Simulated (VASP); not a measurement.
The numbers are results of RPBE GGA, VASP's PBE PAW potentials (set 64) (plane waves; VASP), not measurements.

Input for VASP

File KPOINTS:
```
Automatic mesh
0
G
9 9 9
0 0 0
```

**INCAR**
```
! general
SYSTEM  = Bi
PREC    = Accurate
ENCUT   = 520
LREAL   = .False.
LASPH   = .True.

! electronic loop
EDIFF   = 1E-6
NELM    = 100
ALGO    = Normal
LMAXMIX = 4

! smearing
ISMEAR  = 1
SIGMA   = 0.1

! functional
GGA     = RP

! ions
IBRION  = 2
NSW     = 60
ISIF    = 3
EDIFFG  = -0.01

! output
LWAVE   = .False.
LCHARG  = .False.
```

**POSCAR**
```
Bi
1
    4.1658200000    -2.2750000000     0.0000000000
    4.1658200000     2.2750000000     0.0000000000
    2.9234170000     0.0000000000     3.7394270000
Bi
2
Direct
  0.2340000000   0.2340000000   0.2340000000
  0.7660000000   0.7660000000   0.7660000000
```

POTCAR, in this order: Bi_d (PBE.64 set). Program: vasp_std.

The run wrote:

File OSZICAR:
```
...
DAV:   1    -0.740279943363E+01   -0.37255E+00   -0.10182E+01  3509   0.486E+01    0.314E+00
DAV:   2    -0.709412448889E+01    0.30867E+00   -0.63280E-01  3488   0.122E+01    0.127E+00
DAV:   3    -0.703902569732E+01    0.55099E-01   -0.25093E-01  4057   0.731E+00    0.128E-01
DAV:   4    -0.703943175248E+01   -0.40606E-03   -0.53528E-03  3280   0.651E-01    0.710E-02
DAV:   5    -0.703991558358E+01   -0.48383E-03   -0.17484E-03  3489   0.373E-01    0.457E-02
DAV:   6    -0.703991602047E+01   -0.43689E-06   -0.10800E-04  4036   0.141E-01    0.516E-03
DAV:   7    -0.703991837102E+01   -0.23506E-05   -0.59403E-06  3356   0.249E-02    0.394E-03
DAV:   8    -0.703991852972E+01   -0.15870E-06   -0.14101E-06  2574   0.882E-03
   3 F= -.70399185E+01 E0= -.70400200E+01  d E =-.390000E-01
       N       E                     dE             d eps       ncg     rms          rms(c)
DAV:   1    -0.704042182029E+01   -0.50345E-03   -0.14973E-02  3512   0.194E+00    0.118E-01
DAV:   2    -0.703999276546E+01    0.42905E-03   -0.85872E-04  3488   0.459E-01    0.486E-02
DAV:   3    -0.703990986093E+01    0.82905E-04   -0.37721E-04  4060   0.283E-01    0.512E-03
DAV:   4    -0.703990789830E+01    0.19626E-05   -0.80884E-06  3288   0.273E-02    0.266E-03
DAV:   5    -0.703990581051E+01    0.20878E-05   -0.26057E-06  2613   0.161E-02    0.204E-03
DAV:   6    -0.703990565716E+01    0.15334E-06   -0.29787E-07  1615   0.948E-03
   4 F= -.70399057E+01 E0= -.70400074E+01  d E =-.389871E-01
       N       E                     dE             d eps       ncg     rms          rms(c)
DAV:   1    -0.704692264002E+01   -0.70168E-02   -0.60328E-01  4837   0.704E+00    0.390E-01
DAV:   2    -0.704294700361E+01    0.39756E-02   -0.12594E-02  3567   0.177E+00    0.197E-01
DAV:   3    -0.704162390424E+01    0.13231E-02   -0.51234E-03  4360   0.111E+00    0.447E-02
DAV:   4    -0.704163125796E+01   -0.73537E-05   -0.68248E-04  3452   0.313E-01    0.154E-02
DAV:   5    -0.704162757027E+01    0.36877E-05   -0.33985E-05  4393   0.768E-02    0.453E-03
DAV:   6    -0.704162863384E+01   -0.10636E-05   -0.90817E-06  3095   0.419E-02    0.300E-03
DAV:   7    -0.704162812368E+01    0.51016E-06   -0.49091E-07  1729   0.103E-02
   5 F= -.70416281E+01 E0= -.70417300E+01  d E =-.172247E-02
       N       E                     dE             d eps       ncg     rms          rms(c)
DAV:   1    -0.709232210616E+01   -0.50693E-01   -0.55445E+00  4841   0.219E+01    0.116E+00
DAV:   2    -0.705725878067E+01    0.35063E-01   -0.11497E-01  3562   0.509E+00    0.582E-01
DAV:   3    -0.704541892248E+01    0.11840E-01   -0.43854E-02  4291   0.318E+00    0.131E-01
DAV:   4    -0.704547755772E+01   -0.58635E-04   -0.53124E-03  3491   0.855E-01    0.437E-02
DAV:   5    -0.704546291316E+01    0.14645E-04   -0.28010E-04  4420   0.208E-01    0.135E-02
DAV:   6    -0.704546890788E+01   -0.59947E-05   -0.69785E-05  3518   0.113E-01    0.778E-03
DAV:   7    -0.704546748775E+01    0.14201E-05   -0.38529E-06  2851   0.261E-02    0.199E-03
DAV:   8    -0.704546705141E+01    0.43634E-06   -0.77808E-07  1818   0.115E-02
   6 F= -.70454671E+01 E0= -.70455152E+01  d E =-.556139E-02
       N       E                     dE             d eps       ncg     rms          rms(c)
DAV:   1    -0.722661971014E+01   -0.18115E+00   -0.22804E+01  4838   0.460E+01    0.228E+00
DAV:   2    -0.709382848640E+01    0.13279E+00   -0.47332E-01  3614   0.997E+00    0.113E+00
DAV:   3    -0.704741802448E+01    0.46410E-01   -0.16756E-01  4304   0.595E+00    0.256E-01
DAV:   4    -0.704735562010E+01    0.62404E-04   -0.17063E-02  3619   0.153E+00    0.845E-02
DAV:   5    -0.704728917183E+01    0.66448E-04   -0.89824E-04  4405   0.372E-01    0.257E-02
DAV:   6    -0.704730724866E+01   -0.18077E-04   -0.25337E-04  3518   0.211E-01    0.133E-02
DAV:   7    -0.704730531349E+01    0.19352E-05   -0.13893E-05  4084   0.450E-02    0.407E-03
DAV:   8    -0.704730483204E+01    0.48145E-06   -0.28605E-06  2710   0.215E-02
   7 F= -.70473048E+01 E0= -.70472438E+01  d E =-.739917E-02
       N       E                     dE             d eps       ncg     rms          rms(c)
DAV:   1    -0.706226414955E+01   -0.14959E-01   -0.16952E+00  4787   0.112E+01    0.643E-01
DAV:   2    -0.705119020782E+01    0.11074E-01   -0.35587E-02  3590   0.283E+00    0.327E-01
DAV:   3    -0.704750923883E+01    0.36810E-02   -0.14465E-02  4572   0.183E+00    0.746E-02
DAV:   4    -0.704758090857E+01   -0.71670E-04   -0.19323E-03  3452   0.539E-01    0.271E-02
DAV:   5    -0.704758415719E+01   -0.32486E-05   -0.10061E-04  4493   0.129E-01    0.771E-03
DAV:   6    -0.704758566669E+01   -0.15095E-05   -0.22777E-05  3502   0.653E-02    0.474E-03
DAV:   7    -0.704758628283E+01   -0.61614E-06   -0.12669E-06  1893   0.161E-02
   8 F= -.70475863E+01 E0= -.70475656E+01  d E =-.768063E-02
       N       E                     dE             d eps       ncg     rms          rms(c)
DAV:   1    -0.709476429942E+01   -0.47179E-01   -0.16488E+00  3512   0.165E+01    0.109E+00
DAV:   2    -0.705969715444E+01    0.35067E-01   -0.82100E-02  3569   0.461E+00    0.557E-01
DAV:   3    -0.704826022586E+01    0.11437E-01   -0.37151E-02  4207   0.306E+00    0.119E-01
DAV:   4    -0.704817377109E+01    0.86455E-04   -0.43713E-03  3516   0.787E-01    0.396E-02
DAV:   5    -0.704814237258E+01    0.31399E-04   -0.31691E-04  4273   0.265E-01    0.162E-02
DAV:   6    -0.704814532752E+01   -0.29549E-05   -0.48709E-05  3611   0.121E-01    0.423E-03
DAV:   7    -0.704814433882E+01    0.98870E-06   -0.26574E-06  2888   0.218E-02
   9 F= -.70481443E+01 E0= -.70480762E+01  d E =-.558056E-03
       N       E                     dE             d eps       ncg     rms          rms(c)
DAV:   1    -0.705072376995E+01   -0.25784E-02   -0.88685E-02  3515   0.376E+00    0.256E-01
DAV:   2    -0.704879584580E+01    0.19279E-02   -0.44106E-03  3545   0.113E+00    0.131E-01
DAV:   3    -0.704817746981E+01    0.61838E-03   -0.20844E-03  4199   0.744E-01    0.285E-02
DAV:   4    -0.704818744482E+01   -0.99750E-05   -0.28844E-04  3497   0.205E-01    0.975E-03
DAV:   5    -0.704818746629E+01   -0.21471E-07   -0.19725E-05  4447   0.684E-02    0.445E-03
DAV:   6    -0.704818726282E+01    0.20347E-06   -0.25926E-06  2137   0.325E-02
  10 F= -.70481873E+01 E0= -.70481263E+01  d E =-.600980E-03
       N       E                     dE             d eps       ncg     rms          rms(c)
DAV:   1    -0.707355125760E+01   -0.25364E-01   -0.10533E+00  3500   0.104E+01    0.807E-01
DAV:   2    -0.705680987999E+01    0.16741E-01   -0.39743E-02  3517   0.323E+00    0.483E-01
DAV:   3    -0.704825521488E+01    0.85547E-02   -0.22671E-02  4472   0.266E+00    0.920E-02
DAV:   4    -0.704843388047E+01   -0.17867E-03   -0.46084E-03  3533   0.104E+00    0.423E-02
DAV:   5    -0.704840747639E+01    0.26404E-04   -0.16681E-04  4862   0.265E-01    0.823E-03
DAV:   6    -0.704840836329E+01   -0.88689E-06   -0.36083E-05  3552   0.729E-02    0.572E-03
DAV:   7    -0.704840955679E+01   -0.11935E-05   -0.22447E-06  2584   0.185E-02    0.136E-03
DAV:   8    -0.704840978195E+01   -0.22516E-06   -0.42572E-07  1642   0.723E-03
  11 F= -.70484098E+01 E0= -.70483322E+01  d E =-.222519E-03
       N       E                     dE             d eps       ncg     rms          rms(c)
DAV:   1    -0.705185585710E+01   -0.34463E-02   -0.14092E-01  3500   0.387E+00    0.294E-01
DAV:   2    -0.704962680196E+01    0.22291E-02   -0.52423E-03  3517   0.129E+00    0.176E-01
DAV:   3    -0.704850112447E+01    0.11257E-02   -0.32686E-03  4507   0.103E+00    0.363E-02
DAV:   4    -0.704852211367E+01   -0.20989E-04   -0.76286E-04  3517   0.438E-01    0.167E-02
DAV:   5    -0.704851518323E+01    0.69304E-05   -0.26595E-05  5080   0.107E-01    0.340E-03
DAV:   6    -0.704851607437E+01   -0.89114E-06   -0.56000E-06  3218   0.293E-02
  12 F= -.70485161E+01 E0= -.70484362E+01  d E =-.328812E-03
```

### OUTCAR
```
------------------------ aborting loop because EDIFF is reached ----------------------------------------
  FORCE on cell =-STRESS in cart. coord.  units (eV):
  Direction    XX          YY          ZZ          XY          YZ          ZX
  --------------------------------------------------------------------------------------
  Total        0.0048480     -0.0004108      0.0001697      0.0000000      0.0000000      0.0017472
  in kB        0.1001882     -0.0084887      0.0035077      0.0000000      0.0000000      0.0361073
  external PRESSURE =       0.0317357 kB  Pullay stress =       0.0000000 kB
  volume of cell :       77.53
      direct lattice vectors                 reciprocal lattice vectors
     4.427760586 -2.301770256  0.070741678     0.114427918 -0.217224112 -0.094137220
     4.427760586  2.301770256  0.070741678     0.114427918  0.217224112 -0.094137220
     3.170738033  0.000000000  3.854171068    -0.004200552  0.000000000  0.262914861
 POSITION                                       TOTAL-FORCE (eV/Angst)
 -----------------------------------------------------------------------------------
      2.77899      0.00000      0.92330        -0.005119      0.000000     -0.001701
      9.24727      0.00000      3.07235         0.005119      0.000000      0.001701
 -----------------------------------------------------------------------------------
    total drift:                                0.000000      0.000000      0.000000
  FREE ENERGIE OF THE ION-ELECTRON SYSTEM (eV)
  ---------------------------------------------------
  free  energy   TOTEN  =        -7.0485160744 eV

  energy  without entropy=       -7.0482763268  energy(sigma->0) =       -7.04843616

 reached required accuracy - stopping structural energy minimisation
```
(Selected blocks of OUTCAR.)

**CONTCAR**
```
Bi
   1.00000000000000
     4.4277605861848865   -2.3017702559558790    0.0707416784523110
     4.4277605861848865    2.3017702559558790    0.0707416784523110
     3.1707380326193841    0.0000000000000000    3.8541710675925107
  Bi
     2
Direct
     0.2310767460564186    0.2310767460564186    0.2310767460566337
     0.7689232539435812    0.7689232539435812    0.7689232539433662
```

Energy and stress use the plane-wave basis of the starting cell.

The compound is Bi in the a7 structure. This run relaxes it. Symmetry was kept, so distortions that lower it aren't found.
